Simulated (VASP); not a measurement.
```
NiSb
1.0
    1.97550    -3.42167     0.00000
    1.97550     3.42167     0.00000
    0.00000     0.00000     5.15079
Ni Sb
2 2
Cartesian
  0.00000   0.00000   2.57540
  0.00000   0.00000   0.00000
  1.97550   1.14056   1.28770
  1.97550  -1.14056   3.86310
```

Computed with rev-vdW-DF2, VASP's PBE PAW potentials (set 64) (plane waves; VASP 6.6.1). Numerical set-up: 520 eV cut-off, Gaussian smearing of 0.050 eV, potentials Ni Sb.

**Question.** Give the energies of bands 5 to 18 at the high-symmetry points, in eV from the Fermi level.

**Answer.** 
```json
[
 {"band": "5", "Γ": "-3.85", "M": "-3.43", "K": "-4.31", "A": "-3.09", "L": "-3.20", "H": "-5.01"},
 {"band": "6", "Γ": "-3.09", "M": "-3.12", "K": "-3.11", "A": "-3.09", "L": "-3.20", "H": "-5.01"},
 {"band": "7", "Γ": "-2.51", "M": "-3.11", "K": "-3.11", "A": "-2.75", "L": "-2.78", "H": "-2.71"},
 {"band": "8", "Γ": "-2.51", "M": "-3.07", "K": "-2.63", "A": "-2.75", "L": "-2.78", "H": "-2.71"},
 {"band": "9", "Γ": "-2.07", "M": "-2.81", "K": "-1.96", "A": "-2.05", "L": "-1.94", "H": "-2.02"},
 {"band": "10", "Γ": "-2.07", "M": "-2.12", "K": "-1.96", "A": "-2.05", "L": "-1.94", "H": "-2.02"},
 {"band": "11", "Γ": "-1.32", "M": "-2.05", "K": "-1.96", "A": "-2.05", "L": "-1.88", "H": "-1.97"},
 {"band": "12", "Γ": "-1.32", "M": "-1.83", "K": "-1.58", "A": "-2.05", "L": "-1.88", "H": "-1.97"},
 {"band": "13", "Γ": "-0.04", "M": "-1.57", "K": "-1.34", "A": "0.19", "L": "-1.78", "H": "-1.40"},
 {"band": "14", "Γ": "0.60", "M": "-1.38", "K": "-1.34", "A": "0.19", "L": "-1.78", "H": "-1.40"},
 {"band": "15", "Γ": "0.60", "M": "-1.30", "K": "-0.58", "A": "2.04", "L": "0.21", "H": "-1.27"},
 {"band": "16", "Γ": "2.44", "M": "-0.40", "K": "-0.58", "A": "2.04", "L": "0.21", "H": "-1.27"},
 {"band": "17", "Γ": "2.44", "M": "1.12", "K": "0.62", "A": "2.04", "L": "1.64", "H": "4.16"},
 {"band": "18", "Γ": "3.17", "M": "3.46", "K": "0.62", "A": "2.04", "L": "1.64", "H": "4.16"}
]
```

It has no gap at this level: it comes out as a metal or semimetal.

The compound is NiSb in the NiAs type structure. It was relaxed first. The run is not spin-polarised, so no magnetic state was tried.
